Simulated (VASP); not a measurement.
BaV2Ni2H8, 13 atoms in the cell. It takes space group R-3 (No. 148, trigonal). Conventional cell: a = 4.853 Å, b = 4.853 Å, c = 21.512 Å, α = 90.00°, β = 90.00°, γ = 120.00°. Around Ba (site symmetry -3) lie 12 H at 2.83 to 2.91 Å. V (site symmetry 3) is surrounded by 4 H at 1.59 to 1.68 Å. Ni (site symmetry 3) has 6 H at 1.98 Å as nearest neighbours. Around H (site symmetry 3) lie 1 V at 1.59 Å. H (site symmetry 1) is surrounded by 1 V at 1.68 Å. The cell was built by a generator and needn't be a form met in nature.

```yaml
Program: VASP 6.6.1
Task: single point
Functional: r2SCAN
Potentials_or_basis: VASP PAW PBE potentials, release 64 (Ba_sv, V_sv, Ni, H)
Cutoff: 520 eV
k_mesh: 5 × 5 × 5
Occupations: fermi-dirac, width 0.1 eV
Spin: no spin polarisation
Dipole_correction: no
Further_INCAR_settings: ALGO = Normal; EDIFF = 1e-06; NBANDS = 44
```

Potentials or basis: VASP PAW PBE potentials, release 64 (Ba_sv, V_sv, Ni, H).

Run with:

```bash
$ cat potpaw_PBE.64/Ba_sv/POTCAR potpaw_PBE.64/V_sv/POTCAR potpaw_PBE.64/Ni/POTCAR potpaw_PBE.64/H/POTCAR > POTCAR
$ cp INCAR.step1 INCAR
$ mpirun -np 1 vasp_std > vasp.out
$ cp INCAR.step2 INCAR
$ mpirun -np 1 vasp_std > vasp.out
```

Hardware: 1 thread of Intel(R) Xeon(R) Platinum 8488C (Sapphire Rapids), on a shared host.

Q: Estimate the wall time of this run.

A: It took 7.7 min on 1 thread of Intel(R) Xeon(R) Platinum 8488C (Sapphire Rapids), on a shared host, peak memory 0.38 GiB. Counts: scf iterations 14, k points 23.
